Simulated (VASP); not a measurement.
SrTiO₃ (cubic perovskite): the lattice constant a from VASP (plane waves, PAW) at several levels of theory. Static lattice.

| level | lattice constant a (Å) | error against measurement |
|---|---|---|
| LDA | 3.863 | -0.7 % |
| PBE | 3.943 | +1.4 % |
| PBEsol | 3.897 | +0.2 % |
| RPBE | 3.978 | +2.3 % |
| AM05 | 3.902 | +0.3 % |
| PBE-D3(BJ) | 3.916 | +0.7 % |
| PBE-D4 | 3.922 | +0.8 % |
| optB88-vdW | 3.928 | +1.0 % |
| rev-vdW-DF2 | 3.918 | +0.7 % |
| revTPSS | 3.931 | +1.1 % |
| SCAN | 3.911 | +0.5 % |
| r2SCAN | 3.915 | +0.6 % |
| r2SCAN+rVV10 | 3.906 | +0.4 % |

Measured: 3.890 Å at 0 K (as given by D. I. Bilc et al., Physical Review B (2008), arXiv:0805.0753; cubic phase extrapolated to 0 K).

The cell of the LDA run:

```cif
data_O3SrTi
_chemical_formula_sum 'Sr1 Ti1 O3'
_space_group_name_H-M_alt 'Pm-3m'
_space_group_IT_number 221
_space_group_name_Hall '-P 4 2 3'
_cell_length_a 3.86255
_cell_length_b 3.86255
_cell_length_c 3.86255
_cell_angle_alpha 90.000
_cell_angle_beta 90.000
_cell_angle_gamma 90.000
loop_
_atom_site_label
_atom_site_type_symbol
_atom_site_symmetry_multiplicity
_atom_site_Wyckoff_symbol
_atom_site_fract_x
_atom_site_fract_y
_atom_site_fract_z
_atom_site_occupancy
Sr1 Sr 1 a 0.00000 0.00000 0.00000 1
Ti1 Ti 1 b 0.50000 0.50000 0.50000 1
O1 O 3 c 0.00000 0.50000 0.50000 1
```

Only levels that ran to the end are used. Left out are those held back, those with too coarse a band path, GW runs whose mesh misses a band edge, hybrids' fits of cells that aren't cubic and levels without matching references; a question may draw on a part of the rest.

The compound is SrTiO3 in the cubic perovskite structure, the ideal cubic form; the compound distorts at low or room temperature.
